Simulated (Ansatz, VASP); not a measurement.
**Ge: VASP beside Ansatz**

Wanted: the spread between two codes on one cell, functional and k mesh. Of the first pair: The structure shown is frame 250 of Ansatz's trajectory.

Program: Ansatz 0.2.0. Level of theory: plane waves, with VASP 6.6.1 beside it; single point at LDA. Results are calculated unless marked as measured.

### Step 1. The structure

The cell holds 48 atoms: 48 Ge. Its edges and angles: a = 10.001 Å, b = 10.001 Å, c = 10.001 Å, α = 90.0°, β = 90.0°, γ = 90.0°. As first built, before any earlier steps moved the atoms (in the runner's words): 48 atoms (48 Ge) placed at random at 5.6 g/cm^3 and pushed apart to contact distance.

### Step 2. Ansatz: dynamics, LDA

Ansatz runs on its default PAW (the set named soft_2) files.

One frame of this run of dynamics is then solved in both programs, so the motion causes no difference.

Contents of input.yaml:

```yaml
crystal:
  lattice:
    - [10.1113, 0.0, 0.0]
    - [0.0, 10.1113, 0.0]
    - [0.0, 0.0, 10.1113]
  atoms:
    - { symbol: Ge, position: [0.51182, 0.95046, 0.14416] }
    - { symbol: Ge, position: [0.87967, 0.35713, 0.38573] }
    - { symbol: Ge, position: [0.7299, 0.44227, 0.55557] }
    - { symbol: Ge, position: [0.09458, 0.80863, 0.50331] }
    - { symbol: Ge, position: [0.36061, 0.82026, 0.32812] }
    - { symbol: Ge, position: [0.45247, 0.13434, 0.39949] }
    - { symbol: Ge, position: [0.25929, 0.26628, 0.78136] }
    - { symbol: Ge, position: [0.27584, 0.47759, 0.9694] }
    - { symbol: Ge, position: [0.90063, 0.67719, 0.54132] }
    - { symbol: Ge, position: [0.2966, 0.17815, 0.99857] }
    - { symbol: Ge, position: [0.5171, 0.11557, 0.62711] }
    - { symbol: Ge, position: [0.80094, 0.70725, 0.97695] }
    - { symbol: Ge, position: [0.04574, 0.50168, 0.4744] }
    - { symbol: Ge, position: [0.06874, 0.57848, 0.81366] }
    - { symbol: Ge, position: [0.56039, 0.26694, 0.84759] }
    - { symbol: Ge, position: [0.49225, 0.50894, 0.73832] }
    - { symbol: Ge, position: [0.18774, 0.83209, 0.72036] }
    - { symbol: Ge, position: [0.78744, 0.23884, 0.78436] }
    - { symbol: Ge, position: [0.17021, 0.05211, 0.84063] }
    - { symbol: Ge, position: [0.86238, 0.88352, 0.4304] }
    - { symbol: Ge, position: [0.28946, 0.028, 0.63313] }
    - { symbol: Ge, position: [0.71038, 0.81794, 0.25848] }
    - { symbol: Ge, position: [0.29882, 0.63559, 0.79378] }
    - { symbol: Ge, position: [0.93618, 0.0908, 0.51943] }
    - { symbol: Ge, position: [0.93724, 0.41939, 0.66881] }
    - { symbol: Ge, position: [0.03551, 0.70286, 0.01307] }
    - { symbol: Ge, position: [0.79932, 0.88944, 0.66029] }
    - { symbol: Ge, position: [0.22268, 0.77937, 0.13738] }
    - { symbol: Ge, position: [0.85134, 0.02012, 0.85156] }
    - { symbol: Ge, position: [0.17058, 0.40687, 0.29617] }
    - { symbol: Ge, position: [0.66397, 0.2596, 0.41911] }
    - { symbol: Ge, position: [0.08889, 0.26522, 0.46847] }
    - { symbol: Ge, position: [0.14422, 0.6587, 0.32612] }
    - { symbol: Ge, position: [0.69988, 0.6436, 0.41922] }
    - { symbol: Ge, position: [0.83915, 0.61448, 0.76184] }
    - { symbol: Ge, position: [0.34014, 0.56609, 0.18005] }
    - { symbol: Ge, position: [0.95598, 0.23983, 0.194] }
    - { symbol: Ge, position: [0.02465, 0.23048, 0.78288] }
    - { symbol: Ge, position: [0.71118, 0.04152, 0.33814] }
    - { symbol: Ge, position: [0.43369, 0.65334, 0.48023] }
    - { symbol: Ge, position: [0.57808, 0.83775, 0.72901] }
    - { symbol: Ge, position: [0.39401, 0.44373, 0.37618] }
    - { symbol: Ge, position: [0.16543, 0.15694, 0.26885] }
    - { symbol: Ge, position: [0.32408, 0.30616, 0.55653] }
    - { symbol: Ge, position: [0.96786, 0.80881, 0.8067] }
    - { symbol: Ge, position: [0.66831, 0.52037, 0.8971] }
    - { symbol: Ge, position: [0.68202, 0.48023, 0.13064] }
    - { symbol: Ge, position: [0.48903, 0.21293, 0.13311] }
kpoints:
  mp_grid: { grid: [1, 1, 1] }
hamiltonian:
  xc: lda
scf:
  occupations: { method: fermi_dirac, width: 0.106 }
output:
  forces: true
  stress: true
md:
  timestep: 4.0
  n_steps: 750
  ensemble: npt_langevin
  temperature: 1476
  initial_velocities: maxwell_boltzmann
  seed: 5
  pressure: 0
  temperature_schedule:
    - { n_steps: 93, end_temperature: 1476 }
    - { n_steps: 93, end_temperature: 1230 }
```

The run is started by

```bash
> ansatz run input.yaml --threads 8 --pin off --max-ram 15360MiB --backend cpu --events-out ev --progress --plain --runs-dir out
```

Numbers of over 12 decimals in the logs are rounded to 6 here.

Output:

```text
Warning: md: disabling space-group detection — thermal motion breaks the input geometry's symmetry, so no spatial operation reduces the k-mesh or symmetrises the density; time reversal is kept, so that k and −k are solved as one point where they differ and the mesh holds both, and exact exchange and, on two spinor components, a DFT+U term hold to it where the run has them: on two components no moment then forms, and  [...]
band count auto-derived: 405 (N_el = 672.0; filled up to band 336; 404 by the electrons, moments and atoms)
Engine: ansatz 0.2.0, aarch64-unknown-linux-gnu
Pseudopotentials: kind: paw
Pseudopotential: Ge, paw, valence charge 14, recommended cutoff 420 eV (normal), Ge.paw.azcp
Functional definition: SPW92
  exchange = slater_x
  correlation = pw_c
Crystal: 48 atoms, lattice volume = 1033.763 Å³
Basis set: ecut = 420 eV (smoothed over ±3.0 %; plane waves to 437.0 eV, density to 1747.9 eV), 21559 PW (Γ)
Bands: 405, of which v1, the nominal top of the filled ones, is band 336 counted from 1 (335 counted from 0)
Symmetry: 1 space group operations
k-points: 1
Non-local potential: Ge, projectors of the file, l = 0: 2, l = 1: 2, l = 2: 3, l = 3: 1
PAW form: soft (Blöchl's): semilocal exchange-correlation on the pseudo side does not see the compensation charge
PAW frozen core: Ge, regenerated for the run's functional, and the local potential with it (the file was generated under x = pbe(κ = 0.804, μ = 0.219515), c = pbe(β = 0.066725))
PAW one-centre angular grid: Ge, 590 points (default); XC on 64 Gauss nodes
Initial density: superposition of atomic densities (neutral atoms: chi_scale 0, normalization atom), corrected by the library's trained network
Initial wavefunctions: pseudopotential atomic-orbital guess
Functional: x = slater, c = lda
SCF iter   1: F=—  HF=-202316.586084 eV  |F-HF|=—  |Δ(HF+E_count)|=         —  Δρ=8.26e-3  dr2=1.30e0  ethr=1.77e-3  ⟨swp⟩=6.0  Hψ=1414  notcnv=0
preconditioner: auto → LDOS  [metal: Δε(μ)=0.070 eV  Ē_g=22.307 eV  σ=0.106 eV  W_gap=0.16  n_scr=256 (ndim 8)  ℏωp=29.9 eV  f_vac=0.084  D(μ)=27.07/eV (n_scr^D=178)  β→1.0]
SCF iter   2: F=—  HF=-202316.316212 eV  |F-HF|=—  |Δ(HF+E_count)|=   2.70e-1  Δρ=3.74e-3  dr2=2.26e-1  ethr=1.94e-4  ⟨swp⟩=3.0  Hψ=844  notcnv=0  defer=27
SCF iter   3: F=—  HF=-202316.248687 eV  |F-HF|=—  |Δ(HF+E_count)|=   6.75e-2  Δρ=1.56e-3  dr2=4.83e-2  ethr=3.36e-5  ⟨swp⟩=2.0  Hψ=756  notcnv=0  defer=27
SCF iter   4: F=—  HF=-202316.232589 eV  |F-HF|=—  |Δ(HF+E_count)|=   1.61e-2  Δρ=4.62e-4  dr2=6.00e-3  ethr=7.19e-6  ⟨swp⟩=2.0  Hψ=716  notcnv=0  defer=27
SCF iter   5: F=—  HF=-202316.231379 eV  |F-HF|=—  |Δ(HF+E_count)|=   1.21e-3  Δρ=1.50e-4  dr2=6.91e-4  ethr=8.93e-7  ⟨swp⟩=2.0  Hψ=466  notcnv=0  defer=27
SCF iter   6: F=—  HF=-202316.231201 eV  |F-HF|=—  |Δ(HF+E_count)|=   1.78e-4  Δρ=4.48e-5  dr2=5.81e-5  ethr=1.03e-7  ⟨swp⟩=2.0  Hψ=716  notcnv=0  defer=27
SCF iter   7: F=—  HF=-202316.231193 eV  |F-HF|=—  |Δ(HF+E_count)|=   8.32e-6  Δρ=1.70e-5  dr2=6.37e-6  ethr=8.64e-9  ⟨swp⟩=2.0  Hψ=716  notcnv=0  defer=27
SCF iter   8: F=—  HF=-202316.231684 eV  |F-HF|=—  |Δ(HF+E_count)|=   4.91e-4  Δρ=5.43e-6  dr2=5.62e-7  ethr=9.48e-10  ⟨swp⟩=2.0  Hψ=743  notcnv=0  defer=27
SCF iter   9: F=—  HF=-202316.231684 eV  |F-HF|=—  |Δ(HF+E_count)|=   8.01e-8  Δρ=1.91e-6  dr2=7.89e-8  ethr=8.36e-11  ⟨swp⟩=2.0  Hψ=727  notcnv=0  defer=27
SCF iter  10: F=-202316.231684 eV  HF=-202316.231684 eV  |F-HF|=1.46e-8  |Δ(HF+E_count)|=   1.28e-8  Δρ=8.27e-7  dr2=1.70e-8  ethr=7.14e-12  ⟨swp⟩=4.0  Hψ=1105  notcnv=0
SCF 1 converged in 10 iterations: F = -202316.231684 eV  dr2 = 1.70e-8
  greatest PAW one-centre occupation: 0.999 electrons in one spin orbital (limit 2), on the Ge atom at site 44 (counted from 0), in its partial waves of l = 2
md step     0: t =     0.00 fs  T =  1445.3 K (target 1476.0 K)  F+E_penalty+E_count = -202316.23168372 eV  E_kin = 8.967025 eV  conserved = -202308.14749265 eV  P_inst = 11.4159 GPa  V = 1033.7630 Å³  selection 1  (10 SCF iters)
[... from here on, the SCF cycles and remarks between the steps are left out ...]
md step   738: t =  2952.00 fs  T =  1358.3 K (target 1230.0 K)  F+E_penalty+E_count = -202337.40767649 eV  E_kin = 8.427821 eV  conserved = -202308.14938532 eV  P_inst = -0.8625 GPa  V = 1007.0230 Å³  selection 3  (7 SCF iters)
md step   740: t =  2960.00 fs  T =  1370.4 K (target 1230.0 K)  F+E_penalty+E_count = -202337.32201673 eV  E_kin = 8.502568 eV  conserved = -202308.15320749 eV  P_inst = -0.9504 GPa  V = 1008.9315 Å³  selection 3  (9 SCF iters)
md step   742: t =  2968.00 fs  T =  1401.1 K (target 1230.0 K)  F+E_penalty+E_count = -202337.16050269 eV  E_kin = 8.693167 eV  conserved = -202308.14941918 eV  P_inst = -0.9843 GPa  V = 1010.2211 Å³  selection 3  (6 SCF iters)
md step   744: t =  2976.00 fs  T =  1230.2 K (target 1230.0 K)  F+E_penalty+E_count = -202336.93805282 eV  E_kin = 7.632852 eV  conserved = -202308.14580993 eV  P_inst = -1.0651 GPa  V = 1010.5429 Å³  selection 3  (6 SCF iters)
md step   746: t =  2984.00 fs  T =  1270.6 K (target 1230.0 K)  F+E_penalty+E_count = -202336.80960074 eV  E_kin = 7.883288 eV  conserved = -202308.14830531 eV  P_inst = -1.0782 GPa  V = 1010.9826 Å³  selection 3  (6 SCF iters)
md step   748: t =  2992.00 fs  T =  1102.8 K (target 1230.0 K)  F+E_penalty+E_count = -202336.82305220 eV  E_kin = 6.842555 eV  conserved = -202308.14760547 eV  P_inst = -1.3745 GPa  V = 1011.9979 Å³  selection 3  (6 SCF iters)
md step   750: t =  3000.00 fs  T =  1183.2 K (target 1230.0 K)  F+E_penalty+E_count = -202336.79945317 eV  E_kin = 7.341283 eV  conserved = -202308.14948691 eV  P_inst = -1.5328 GPa  V = 1013.4517 Å³  selection 3  (8 SCF iters)
Basis set: ecut = 420 eV, 19837 PW (Γ)
Initial wavefunctions: pseudopotential atomic-orbital guess (no wavefunctions were taken with the density)
iter 1 solved again at ethr=1.14e-7 eV; its pass at ethr=3.10e-3 eV (dr2=7.64e-4 eV) is discarded
SCF iter   1: F=—  HF=-202336.799400 eV  |F-HF|=—  |Δ(HF+E_count)|=         —  Δρ=3.57e-6  dr2=3.47e-8  ethr=1.14e-7  ⟨swp⟩=2.0  Hψ=2253  notcnv=0
eigensolver tolerance schedule: the retry pair's looser diagonalisation over-reported the residual by 22049.32 of it (diagonalisation noise at 4.23 of the residual, at the tolerance the schedule requests for it); recorded, not acted on — ethr = c·dr2/N_el stays at c = 1.0e-1
preconditioner: auto → LDOS  [metal: Δε(μ)=0.070 eV  Ē_g=22.040 eV  σ=0.106 eV  W_gap=0.16  n_scr=256 (ndim 8)  ℏωp=30.2 eV  f_vac=0.010  D(μ)=18.29/eV (n_scr^D=92)  β→1.0]
SCF iter   2: F=—  HF=-202336.799939 eV  |F-HF|=—  |Δ(HF+E_count)|=   5.39e-4  Δρ=1.28e-6  dr2=2.11e-8  ethr=5.16e-12  ⟨swp⟩=5.0  Hψ=1477  notcnv=0
SCF iter   3: F=-202336.799938 eV  HF=-202336.799939 eV  |F-HF|=1.57e-9  |Δ(HF+E_count)|=   1.10e-8  Δρ=3.96e-7  dr2=1.96e-9  ethr=3.14e-12  ⟨swp⟩=1.0  Hψ=1163  notcnv=0
SCF 752 converged in 3 iterations: F = -202336.799938 eV  dr2 = 1.96e-9
SCF converged after 3 iterations
Free energy (F): -202336.799938 eV
Harris-Foulkes:  -202336.799939 eV  (|F-HF|=1.57e-9)
Internal energy: -202336.105926 eV  (E = F + TS)
E sigma→0 (E₀):  -202336.452932 eV
Entropy (-TS):   -0.694012 eV (-14.459 meV/atom)
Fermi energy:    9.336504 eV
--- Per-component energies (eV) ---
  E_band       = -6822.606307
  E_kinetic    = 5323.759127
  E_local      = -112711.131492  (includes V_loc(G=0)·N_el)
  E_nonlocal   = 20102.503969
  E_hartree    = 49266.039308
  E_xc         = -3608.392262
  E_vxc        = -3119.433714  (∫ρ·V_xc dr)
  E_paw        = -93038.710952  (= ΣΔE_a)
  E_vpaw       = -14950.400541  (= ΣTr[D̂ρ^β])
  E_aug_tail   = 0.013545  (compensation charges beyond the density's cutoff)
  E_ewald      = -67761.786830
  E_core_change = 91.599659  (= ΣΔE_core)
  E_smearing   = -0.694012  (= −TS)
  E_closure    = 0.000000  (closes the sum)
  Σ components = -202336.799938   (vs F -202336.799938, Δ=0.00e0)
--- Forces (eV/Å), atoms counted from 1 ---
  atom   1  Ge     0.12353870    -0.08367238     0.42696660
  atom   2  Ge     0.16691515     1.00841488     0.62119128
  atom   3  Ge     0.10355743    -0.52094245    -0.25942884
  atom   4  Ge    -0.60990458     0.41826748     1.06157620
  atom   5  Ge     0.18135649     0.20089010     1.11698342
  atom   6  Ge    -0.16711697     0.60610088     0.43436351
  atom   7  Ge    -0.16704543     0.19968584     0.23997180
  atom   8  Ge    -0.17120413     0.05083925     0.07356014
  atom   9  Ge     0.50991513    -0.83415932    -0.21530620
  atom  10  Ge    -0.20632132     0.60606265    -0.39306220
  atom  11  Ge    -0.19936117    -0.11656369     0.02177119
  atom  12  Ge     0.16838618     0.49197939     0.05583136
  atom  13  Ge    -0.37412078     0.19949622     0.89519956
  atom  14  Ge     0.40912295     0.07919691    -0.21769431
  atom  15  Ge    -0.05472822    -0.69115717    -0.74502738
  atom  16  Ge     1.45297967    -0.57517093    -0.85910453
  atom  17  Ge     0.12517358    -0.29290571    -0.20834853
  atom  18  Ge    -0.23228717    -1.22578596     0.82332320
  atom  19  Ge    -0.14346352    -0.12772085    -0.46449359
  atom  20  Ge    -0.99151245     1.05547955    -0.80479747
  atom  21  Ge     0.78767348     0.04130817     0.32762613
  atom  22  Ge    -0.43552332     0.30296311     0.34356897
  atom  23  Ge    -1.43548635     0.92566906     1.62781040
  atom  24  Ge     0.26395338    -0.46383435    -0.12126346
[...]
atom  41  Ge     0.30245603    -0.35373437    -0.26646064
  atom  42  Ge     0.46096162     0.55109866    -0.30903614
  atom  43  Ge    -0.32497263    -0.86638990    -0.61222110
  atom  44  Ge    -0.03905211    -0.36863018    -0.34769346
  atom  45  Ge    -0.75403264     0.36494432     0.03314356
  atom  46  Ge     0.28014345     0.39615790     0.85043880
  atom  47  Ge     0.31638379     0.12347643    -0.56197174
  atom  48  Ge     0.67928934    -1.04589348     0.79699923
  max |Σ_I F_I| component: 9.26e-6 eV/Å
--- Stress (GPa, compression-positive) ---
       -2.779335       0.895763       0.014525
        0.895763      -1.632531       0.671816
        0.014525       0.671816      -2.509178
  P = ⅓ Tr σ = -2.3070 GPa (-23.070 kbar)
--- MD trajectory: 750 steps, t = 0.0 → 3000.0 fs ---
  final state: T = 1183.2 K   F+E_penalty+E_count = -202336.79945317 eV   E_kin = 7.341283 eV
  conserved energy: peak-to-peak 3.205e-2 eV (6.678e-4 eV/atom) at the most on one of 3 selections of grids, which stood over 196.0 fs
  cell: V = 1013.4517 Å³ at the end; means of 564 rows at the end, at a set-point of 1230.0 K, the approach among them: V = 983.8415 Å³, P_inst = 0.0324 GPa
  mean static stress (GPa): xx -0.6620  yy -0.9397  zz -0.7214  yz -0.2783  xz 0.1150  xy 0.0541
  the result is of one more SCF, on plane waves selected at the last cell: its energy does not rank with the rows'
```

The column dr2 measures how far the density is from self-consistency, as an energy; F and HF (Harris–Foulkes) agree once it is small.

[end of part 1 of 3]

[Lines on the potential files, build, host, timing and source positions are cut from VASP's logs without a mark.]

[Logs are printed without paths, hosts, clocks, repeated set-up lines and the standing remarks that a program may print on its own settings, such as how far it seeks lower states.]

[Hosts, paths, dates, database ids (printed as entryN), source tags and the programs' standing remarks are cut or masked in the printed files.]
